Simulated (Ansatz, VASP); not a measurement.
**Cross-check of AlN (AlN (P6_3mc)) between VASP and Ansatz**

Wanted: the spread between two codes on one cell, functional and k mesh. The cell is taken from a series of runs on this material, whose earlier steps may have relaxed, scaled, displaced or heated it; both programs get it as it stands.

Main program and level: Ansatz 0.2.0; plane waves, with VASP 6.6.1 beside it; single point at HSE06.

### Step 1. The structure

It takes space group Cmc2_1 (No. 36, orthorhombic). The conventional cell has a = 3.114 Å, b = 5.393 Å, c = 4.984 Å, α = 90.00°, β = 90.00°, γ = 90.00°. Nearest to Al lie 4 N at 1.88 to 1.90 Å. Nearest to N lie 4 Al at 1.88 to 1.90 Å. Farther neighbours and most contacts between anions are not listed.

Coordinates:

```cif
data_structure
_symmetry_space_group_name_H-M 'Cmc2_1'
_symmetry_Int_Tables_number 36
_cell_length_a 3.1136
_cell_length_b 5.3929
_cell_length_c 4.9837
_cell_angle_alpha 90.000
_cell_angle_beta 90.000
_cell_angle_gamma 90.000
_cell_volume 83.68
loop_
_atom_site_label
_atom_site_type_symbol
_atom_site_symmetry_multiplicity
_atom_site_Wyckoff_symbol
_atom_site_fract_x
_atom_site_fract_y
_atom_site_fract_z
_atom_site_occupancy
Al1 Al 4 a 0.00000 0.83287 0.99985 1
N1 N 4 a 0.00000 0.83615 0.38015 1
```

### Step 2. Ansatz: single point, HSE06

Ansatz runs on its PAW soft_1 files.

With cell and atoms fixed, the geometry can't cause a difference; cores, projectors, grids and the points listed under the comparison can.

input.yaml reads:

```yaml
crystal:
  lattice:
    - [6.227214628234, 5.886751342341e-08, 0.0]
    - [-3.113607365098, 5.392926033435, 0.0]
    - [0.0, 0.0, 4.98367666]
  atoms:
    - { symbol: Al, position: [0.3335749490405, 0.1664428884687, 0.4998483256232] }
    - { symbol: Al, position: [0.1664428884687, 0.3335749490405, 0.9998483256232] }
    - { symbol: "N", position: [0.3319144345145, 0.1680677279763, 0.8801516743768] }
    - { symbol: "N", position: [0.1680677279763, 0.3319144345145, 0.3801516743768] }
    - { symbol: Al, position: [0.3335749490405, 0.6664428884687, 0.4998483256232] }
    - { symbol: Al, position: [0.1664428884687, 0.8335749490405, 0.9998483256232] }
    - { symbol: "N", position: [0.3319144345145, 0.6680677279763, 0.8801516743768] }
    - { symbol: "N", position: [0.1680677279763, 0.8319144345145, 0.3801516743768] }
    - { symbol: Al, position: [0.8335749490405, 0.1664428884687, 0.4998483256232] }
    - { symbol: Al, position: [0.6664428884687, 0.3335749490405, 0.9998483256232] }
    - { symbol: "N", position: [0.8319144345145, 0.1680677279763, 0.8801516743768] }
    - { symbol: "N", position: [0.6680677279763, 0.3319144345145, 0.3801516743768] }
    - { symbol: Al, position: [0.8335749490405, 0.6664428884687, 0.4998483256232] }
    - { symbol: Al, position: [0.6664428884687, 0.8335749490405, 0.9998483256232] }
    - { symbol: "N", position: [0.8319144345145, 0.6680677279763, 0.8801516743768] }
    - { symbol: "N", position: [0.6680677279763, 0.8319144345145, 0.3801516743768] }
basis:
  ecutwfc: 420.0
  ecutrho_ratio: 4
  xc_grid: 2
  fft_grid_basis: typed
  precision: f64
kpoints:
  mp_grid: { grid: [1, 1, 2] }
  band_path: { path: [VBM, CBM], npoints: 1 }
hamiltonian:
  xc: hse06
  pseudopotentials:
    kind: paw
    azcp:
      folder: soft_1
      "N": "soft_1/N.paw.azcp"
      Al: "soft_1/Al.paw.azcp"
scf:
  max_iter: 100
  occupations: { method: fixed }
output:
  forces: true
checkpoint:
  write: "../host.hyb.run"
  compress: false
  write_wavefunctions: true
  write_every: 100000
```

Launch:

```
ansatz run input.yaml --threads 8 --pin off --max-ram 18841MiB --backend cpu --events-out ev --progress --plain --runs-dir out
```

Numbers of over 12 decimals in the logs are rounded to 6 here.

The program printed:

```text
exact exchange: scf.exx.singularity resolves to wigner_seitz, which cuts the screened interaction at the faces of the exchange supercell's Wigner-Seitz cell, so that each pair interacts once, at the shortest of its separations (the periodic images that this leaves out come, for a point-like exchange hole, to about 0.241 eV on a filled level). The cut falls within the interaction's reach, and what an exchange supercel [...]
Engine: ansatz 0.2.0, aarch64-unknown-linux-gnu
Pseudopotentials: kind: paw
Pseudopotential: Al, paw, valence charge 3, recommended cutoff 420 eV (normal), soft_1/Al.paw.azcp
Pseudopotential: N, paw, valence charge 5, recommended cutoff 420 eV (normal), soft_1/N.paw.azcp
Functional definition: HSE06
  parameter a = 0.25
  parameter omega = 0.11/bohr
  exchange = pbe_x - a*pbe_x_sr(omega) + a*exact_x_sr(omega)
  correlation = pbe_c
davidson cushion auto → on  (no smearing: the cushion is to keep the highest requested band from converging to the state above it; pin scf.eigensolver.cushion to override)
Crystal: 16 atoms, lattice volume = 167.366 Å³
Basis set: ecut = 420 eV, 3293 PW (Γ), exchange–correlation on 90×90×72 points (8 copies of the dense FFT grid, shifted against one another)
Bands: 48, of which v1, the nominal top of the filled ones, is band 32 counted from 1 (31 counted from 0)
Symmetry: 8 space group operations
Space group: Cc (ITA 9), of the structure as read, at distance tolerance 5.5e-5 Å
k-points: 2
Non-local potential: Al, projectors of the file, l = 0: 2, l = 1: 2, l = 2: 1
Non-local potential: N, projectors of the file, l = 0: 2, l = 1: 2, l = 2: 1
PAW form: soft (Blöchl's): semilocal exchange-correlation on the pseudo side does not see the compensation charge
PAW frozen core: Al, regenerated for the run's functional, and the local potential with it (the file was generated under x = pbe(κ = 0.804, μ = 0.219515), c = pbe(β = 0.066725))
PAW frozen core: N, regenerated for the run's functional, and the local potential with it (the file was generated under x = pbe(κ = 0.804, μ = 0.219515), c = pbe(β = 0.066725))
PAW one-centre angular grid: Al, 110 points (default); XC on 64 Gauss nodes
PAW one-centre angular grid: N, 110 points (default); XC on 64 Gauss nodes
Initial density: superposition of atomic densities (chi_scale 0.1, normalization cell, long waves kept (reshape's long-wave potential 0.00 eV rms))
Initial wavefunctions: pseudopotential atomic-orbital guess
Functional: x = pbe(κ = 0.804, μ = 0.219515), c = pbe(β = 0.066725), warm-up for x = pbe(κ = 0.804, μ = 0.219515) + 0.25 (exact − pbe) at short range (hse, ω = 0.207870 Å⁻¹), c = pbe(β = 0.066725); HSE06 as pw.x's `hse` composes it (authors' and Libxc's form: `xc: wpbeh`)
SCF iter   1: F=—  HF=-7402.577176 eV  |F-HF|=—  |Δ(HF+E_count)|=         —  Δρ=1.49e-1  dr2=4.50e1  ethr=1.00e-1  ⟨swp⟩=4.5  Hψ=361  notcnv=0
preconditioner: auto → none  [insulator: Δε(μ)=5.459 eV  Ē_g=14.042 eV  n_scr=26 (ndim 8)  ℏωp=23.0 eV  f_vac=0.000]
SCF iter   2: F=—  HF=-7390.631217 eV  |F-HF|=—  |Δ(HF+E_count)|=    1.19e1  Δρ=7.87e-2  dr2=5.83e0  ethr=7.03e-2  ⟨swp⟩=3.5  Hψ=266  notcnv=0
iter 3 solved again at ethr=8.74e-4 eV; its pass at ethr=9.11e-3 eV (dr2=5.59e-1 eV) is discarded
SCF iter   3: F=—  HF=-7389.088722 eV  |F-HF|=—  |Δ(HF+E_count)|=    1.54e0  Δρ=2.60e-2  dr2=5.50e-1  ethr=8.74e-4  ⟨swp⟩=2.5  Hψ=458  notcnv=0  defer=1
SCF iter   4: F=—  HF=-7389.058291 eV  |F-HF|=—  |Δ(HF+E_count)|=   3.04e-2  Δρ=3.36e-3  dr2=9.00e-3  ethr=8.60e-4  ⟨swp⟩=3.5  Hψ=219  notcnv=0  defer=1
SCF iter   5: F=-7389.055942 eV  HF=-7389.056581 eV  |F-HF|=6.39e-4  |Δ(HF+E_count)|=   1.71e-3  Δρ=1.29e-3  dr2=1.15e-3  ethr=1.41e-5  ⟨swp⟩=5.5  Hψ=330  notcnv=0  defer=1
SCF 1 stopped early in 5 iterations: F = -7389.055942 eV  dr2 = 1.15e-3
  greatest PAW one-centre occupation: 0.775 electrons in one spin orbital (limit 2), on the N atom at site 15 (counted from 0), in its partial waves of l = 0
Initial density: handed on by an earlier stage of this run
Initial wavefunctions: those handed on with the density
Functional: x = pbe(κ = 0.804, μ = 0.219515) + 0.25 (exact − pbe) at short range (hse, ω = 0.207870 Å⁻¹), c = pbe(β = 0.066725); HSE06 as pw.x's `hse` composes it (authors' and Libxc's form: `xc: wpbeh`)
Exchange kernel: α = 0.2500, screened, ω = 0.2079 Å⁻¹, Wigner–Seitz truncation, v(0) = 656.0986 eV·Å³, q-mesh 1×1×2, nearest image of the exchange supercell L = 6.23 Å, pair-density grid 30×30×24, without the augmentation charges, whose exchange is taken in its separable form by FFT convolution over the k-point mesh (sized by the pseudopotential files, 40×40×36 at the most), smooth part of the exact exchange by density-matrix convolution
Frozen-core exchange: fock
SCF iter   1: F=—  HF=-7392.941377 eV  |F-HF|=—  |Δ(HF+E_count)|=         —  Δρ=5.21e-3  dr2=2.64e-2  ethr=1.79e-5  ⟨swp⟩=7.5  Hψ=458  notcnv=0
preconditioner: auto → none  [insulator: Δε(μ)=5.482 eV  Ē_g=14.698 eV  n_scr=26 (ndim 8)  ℏωp=23.0 eV  f_vac=0.000]
SCF iter   2: F=—  HF=-7392.932449 eV  |F-HF|=—  |Δ(HF+E_count)|=   8.93e-3  Δρ=2.04e-3  dr2=4.36e-3  ethr=1.79e-5  ⟨swp⟩=3.0  Hψ=221  notcnv=0
SCF iter   3: F=—  HF=-7392.950707 eV  |F-HF|=—  |Δ(HF+E_count)|=   1.83e-2  Δρ=7.99e-4  dr2=4.48e-4  ethr=4.34e-6  ⟨swp⟩=3.5  Hψ=294  notcnv=0
SCF iter   4: F=—  HF=-7392.950542 eV  |F-HF|=—  |Δ(HF+E_count)|=   1.64e-4  Δρ=1.38e-4  dr2=5.00e-5  ethr=6.37e-7  ⟨swp⟩=3.0  Hψ=216  notcnv=0
SCF iter   5: F=—  HF=-7392.950808 eV  |F-HF|=—  |Δ(HF+E_count)|=   2.66e-4  Δρ=1.36e-4  dr2=3.69e-5  ethr=2.30e-8  ⟨swp⟩=5.5  Hψ=333  notcnv=0
SCF iter   6: F=-7392.950795 eV  HF=-7392.950796 eV  |F-HF|=5.95e-7  |Δ(HF+E_count)|=   1.19e-5  Δρ=1.55e-5  dr2=1.70e-6  ethr=2.30e-8  ⟨swp⟩=3.0  Hψ=273  notcnv=0
SCF 2 stopped early in 6 iterations: F = -7392.950795 eV  dr2 = 1.70e-6
  Residual-converged pass: ⟨swp⟩=3.0  Hψ=244  notcnv=0  max |occ|·‖R‖ = 2.6e-6 eV (tolerance 6.7e-6 eV)  dr2=1.68e-6  dr2_onsite=3.21e-8  max |Δocc| = 0.0e0
  greatest PAW one-centre occupation: 0.777 electrons in one spin orbital (limit 2), on the N atom at site 15 (counted from 0), in its partial waves of l = 0
hybrid outer 1: dexx = +2.200e-2 eV, tail = 2.60e-5 eV
Exchange kernel: α = 0.2500, screened, ω = 0.2079 Å⁻¹, Wigner–Seitz truncation, v(0) = 656.0986 eV·Å³, q-mesh 1×1×2, nearest image of the exchange supercell L = 6.23 Å, pair-density grid 30×30×24, without the augmentation charges, whose exchange is taken in its separable form by FFT convolution over the k-point mesh (sized by the pseudopotential files, 40×40×36 at the most), smooth part of the exact exchange by density-matrix convolution
Frozen-core exchange: fock
SCF iter   1: F=—  HF=-7392.950631 eV  |F-HF|=—  |Δ(HF+E_count)|=         —  Δρ=2.60e-5  dr2=1.26e-6  ethr=2.03e-7  ⟨swp⟩=3.0  Hψ=248  notcnv=0
preconditioner: auto → none  [insulator: Δε(μ)=5.525 eV  Ē_g=14.709 eV  n_scr=26 (ndim 8)  ℏωp=23.0 eV  f_vac=0.000]
SCF iter   2: F=—  HF=-7392.950631 eV  |F-HF|=—  |Δ(HF+E_count)|=   4.10e-8  Δρ=1.20e-5  dr2=2.05e-7  ethr=1.38e-9  ⟨swp⟩=4.0  Hψ=284  notcnv=0
SCF iter   3: F=-7392.950631 eV  HF=-7392.950631 eV  |F-HF|=3.44e-9  |Δ(HF+E_count)|=   1.82e-7  Δρ=2.13e-6  dr2=5.96e-9  ethr=2.67e-10  ⟨swp⟩=5.0  Hψ=288  notcnv=0
SCF 3 converged in 3 iterations: F = -7392.950631 eV  dr2 = 5.96e-9
  Residual-converged pass: ⟨swp⟩=3.0  Hψ=244  notcnv=0  max |occ|·‖R‖ = 4.0e-7 eV (tolerance 1.3e-6 eV)  dr2=5.88e-9  dr2_onsite=6.12e-10  max |Δocc| = 0.0e0
hybrid outer 2: dexx = +2.457e-7 eV, tail = 1.86e-8 eV, Δε = 1.25e-3 eV (about 3.53e-5 eV left of the loop's levels), ΔF = 2.44e-4 eV/Å (tail 1.23e-4)
NSCF: frozen V_eff on 68 k-points
NSCF: frozen V_eff on 68 k-points
[...]
hybrid SCF converged: 2 outer / 9 inner (+5 warm-up), last move |dexx| = 2.46e-7 eV, tail = 1.86e-8 eV
Stability not checked: this state was not tested for a lower state beside it, because the functional holds exact exchange (a hybrid, or Hartree-Fock), whose exchange loop this test does not read (fock_operator; see scf.lower_state_search)
Free energy (F): -7392.950631 eV
Frozen-core exchange: fock
Harris-Foulkes:  -7392.950631 eV  (|F-HF|=3.44e-9)
Internal energy: -7392.950631 eV  (E = F + TS)
E sigma→0 (E₀):  -7392.950631 eV
Fermi energy:    6.459288 eV
--- Per-component energies (eV) ---
  E_band       = 45.852243
  E_kinetic    = 1272.068209
  E_local      = -1698.041828  (includes V_loc(G=0)·N_el)
  E_nonlocal   = 343.444180
  E_hartree    = 636.405275
  E_xc         = -643.790237
  E_vxc        = -690.008447  (∫ρ·V_xc dr)
  E_exx        = -144.430643  (= α·E_x^exact, valence–valence)
  E_paw        = -4792.170754  (= ΣΔE_a)
  E_vpaw       = -165.567788  (= ΣTr[D̂ρ^β])
  E_aug_tail   = 0.007035  (compensation charges beyond the density's cutoff)
  E_ewald      = -2365.905908
  E_core_change = -0.535958  (= ΣΔE_core)
  E_smearing   = -0.000000  (= −TS)
  E_closure    = -0.000001  (closes the sum)
  Σ components = -7392.950631   (vs F -7392.950631, Δ=9.09e-13)
--- Forces (eV/Å), atoms counted from 1 ---
  atom   1  Al     0.11896802    -0.07054243    -0.45214855
  atom   2  Al    -0.12057555     0.06775811    -0.45214855
  atom   3  N      0.20416460    -0.11601469     0.45215289
  atom   4  N     -0.20255397     0.11880438     0.45215289
  atom   5  Al     0.11896802    -0.07054243    -0.45214855
  atom   6  Al    -0.12057555     0.06775811    -0.45214855
  atom   7  N      0.20416460    -0.11601469     0.45215289
  atom   8  N     -0.20255397     0.11880438     0.45215289
  atom   9  Al     0.11896802    -0.07054243    -0.45214855
  atom  10  Al    -0.12057555     0.06775811    -0.45214855
  atom  11  N      0.20416460    -0.11601469     0.45215289
  atom  12  N     -0.20255397     0.11880438     0.45215289
  atom  13  Al     0.11896802    -0.07054243    -0.45214855
  atom  14  Al    -0.12057555     0.06775811    -0.45214855
  atom  15  N      0.20416460    -0.11601469     0.45215289
  atom  16  N     -0.20255397     0.11880438     0.45215289
  max |Σ_I F_I| component: 3.47e-5 eV/Å
--- Band table (eV) ---
  k-point 0: bands = [... 28 lower, 5.6152, 6.0828, 6.0980, 6.4593, 11.9840, 13.3801, 13.3801, 13.4617, ... 7 higher]
  k-point 1: bands = [... 28 lower, 5.6889, 5.6889, 5.7433, 5.7433, 12.9095, 12.9095, 12.9745, 12.9745, ... 7 higher]
  guard bands above this table: 5 of the run's 48 bands. The solve was not asked for them (output.publish_guard_bands: true or output.eigenvalues: true publishes all)
```

In the SCF lines HF is the Harris–Foulkes energy and dr2 the Hartree energy of the density residual, in eV; the loop may stop once dr2 is under the threshold and the program's other checks hold. Hψ counts applications of the Hamiltonian.

(Part 1 of 2 ends here.)

[Lines on the potential files, build, host, timing and source positions are cut from VASP's logs without a mark.]

[Logs are printed without paths, hosts, clocks, repeated set-up lines and the standing remarks that a program may print on its own settings, such as how far it seeks lower states.]

[Hosts, paths, dates, database ids (printed as entryN), source tags and the programs' standing remarks are cut or masked in the printed files.]
